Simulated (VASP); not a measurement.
Data:

```xyz
2
Lattice="2.6951 0.0000 0.0000 0.0000 2.6951 0.0000 0.0000 0.0000 3.6018" Properties=species:S:1:pos:R:3 pbc="T T T"
Mn     1.3475     1.3475     1.8009
Ir     0.0000     0.0000     0.0000
```
Starting moments (μB, in the order of the record's atoms Mn Ir): 4.0 0.0.

Method: LDA (Ceperley-Alder, Perdew-Zunger), VASP's LDA PAW potentials (set 64) (plane waves; VASP 6.6.1). Settings: 300 eV cut-off, 8×8×6 Γ-centred mesh, Fermi-Dirac smearing of 0.14 eV, potentials Mn_pv Ir.

The moments were started parallel, and other spin orders were not tried in this run.

Task: Give the spin-up energies of bands 4 to 15 at the high-symmetry points, in eV from the Fermi level.

Result: 
| band | Γ | X | M | Z | R | A |
|---|---|---|---|---|---|---|
| 4 | -9.64 | -6.07 | -6.91 | -7.72 | -6.43 | -5.99 |
| 5 | -6.25 | -4.37 | -5.55 | -5.53 | -6.41 | -4.57 |
| 6 | -6.10 | -4.18 | -5.44 | -5.25 | -3.09 | -4.57 |
| 7 | -2.58 | -3.80 | -5.44 | -2.61 | -2.70 | -3.25 |
| 8 | -2.58 | -2.27 | 0.59 | -1.91 | -2.69 | -2.45 |
| 9 | -1.66 | -2.27 | 0.79 | -1.39 | -1.63 | -2.45 |
| 10 | -0.75 | -2.03 | 1.15 | -1.39 | -0.12 | -0.78 |
| 11 | -0.19 | -1.01 | 1.51 | -1.05 | -0.10 | -0.60 |
| 12 | 1.02 | -0.71 | 1.51 | -0.76 | 0.61 | 0.80 |
| 13 | 1.43 | -0.49 | 1.96 | -0.76 | 1.02 | 1.97 |
| 14 | 1.43 | 1.92 | 2.05 | -0.07 | 1.15 | 8.16 |
| 15 | 3.27 | 3.44 | 2.05 | 0.24 | 1.25 | 8.16 |

Task: Give the spin-down energies of bands 4 to 15 at the high-symmetry points, in eV from the Fermi level.

Result: 
```json
[
 {"band": "4", "Γ": "-9.56", "X": "-6.05", "M": "-6.82", "Z": "-7.69", "R": "-6.33", "A": "-5.99"},
 {"band": "5", "Γ": "-6.08", "X": "-4.37", "M": "-5.27", "Z": "-5.56", "R": "-6.32", "A": "-4.57"},
 {"band": "6", "Γ": "-6.06", "X": "-4.16", "M": "-5.27", "Z": "-5.03", "R": "-2.93", "A": "-4.57"},
 {"band": "7", "Γ": "-2.34", "X": "-3.53", "M": "-5.25", "Z": "-2.03", "R": "-2.54", "A": "-2.60"},
 {"band": "8", "Γ": "-2.34", "X": "-2.06", "M": "1.53", "Z": "-1.89", "R": "-2.34", "A": "-1.89"},
 {"band": "9", "Γ": "-1.12", "X": "-1.65", "M": "1.54", "Z": "-1.43", "R": "-0.83", "A": "-1.89"},
 {"band": "10", "Γ": "-0.36", "X": "-1.51", "M": "1.62", "Z": "-1.43", "R": "-0.03", "A": "-0.79"},
 {"band": "11", "Γ": "0.57", "X": "-0.76", "M": "1.93", "Z": "-0.18", "R": "0.01", "A": "0.40"},
 {"band": "12", "Γ": "1.57", "X": "-0.10", "M": "2.06", "Z": "-0.02", "R": "1.41", "A": "1.53"},
 {"band": "13", "Γ": "1.92", "X": "0.27", "M": "2.06", "Z": "-0.02", "R": "1.42", "A": "1.94"},
 {"band": "14", "Γ": "1.92", "X": "2.64", "M": "2.16", "Z": "0.20", "R": "1.60", "A": "8.39"},
 {"band": "15", "Γ": "3.39", "X": "3.44", "M": "2.16", "Z": "0.92", "R": "1.81", "A": "8.39"}
]
```

It has no gap at this level: it comes out as a metal or semimetal.

The structure comes from a measured MnIr entry (P4/mmm) of the Crystallography Open Database, whose conditions weren't checked. The cell was not relaxed at this level.
